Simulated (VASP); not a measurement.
```yaml
crystal:
  lattice:
    - [0.00000, 3.24000, 3.24000]
    - [3.24000, 0.00000, 3.24000]
    - [3.24000, 3.24000, 0.00000]
  atoms:
    - { symbol: Cd, position: [0.00000, 0.00000, 0.00000] }
    - { symbol: Te, position: [0.25000, 0.25000, 0.25000] }
```

The base run (VASP): PBE GGA, plane waves, VASP's PBE PAW potentials (set 64). Numerical set-up: 400 eV cut-off, 6×6×6 Γ-centred mesh, Gaussian smearing of 0.050 eV, potentials Cd Te.

The base run took about 8 core-seconds. The timings are rough (shared machines, no repeats); factors under 2 mean little.

The base run's pressure lies -0.31 GPa from that at 750 eV (Pulay error).

```json
[
 {"setting": "GGA = RP", "cost over the base run": "within a factor of 2", "electronic steps": "12", "pressure (GPa)": "4.07"},
 {"setting": "GGA = RE", "cost over the base run": "within a factor of 2", "electronic steps": "12", "pressure (GPa)": "3.63"},
 {"setting": "IVDW = 12", "cost over the base run": "within a factor of 2", "electronic steps": "13", "pressure (GPa)": "0.54"},
 {"setting": "IVDW = 11", "cost over the base run": "within a factor of 2", "electronic steps": "13", "pressure (GPa)": "0.72"},
 {"setting": "base run", "cost over the base run": "reference", "electronic steps": "13", "pressure (GPa)": "2.43"},
 {"setting": "GGA = 91", "cost over the base run": "within a factor of 2", "electronic steps": "13", "pressure (GPa)": "2.40"},
 {"setting": "GGA removed, LMIXTAU = .TRUE., METAGGA = SCAN", "cost over the base run": "(withheld)", "electronic steps": "(withheld)", "pressure (GPa)": "(withheld)"}
]
```

**Question.** Fill in the missing entries.

**Answer.** 
- GGA removed, LMIXTAU = .TRUE., METAGGA = SCAN, cost over the base run: about 7 times
- GGA removed, LMIXTAU = .TRUE., METAGGA = SCAN, electronic steps: 22
- GGA removed, LMIXTAU = .TRUE., METAGGA = SCAN, pressure (GPa): 0.70

Left out are runs that failed, have no time on record or changed the cell.

The compound is CdTe in the zinc blende structure. The cell was not relaxed at this level.
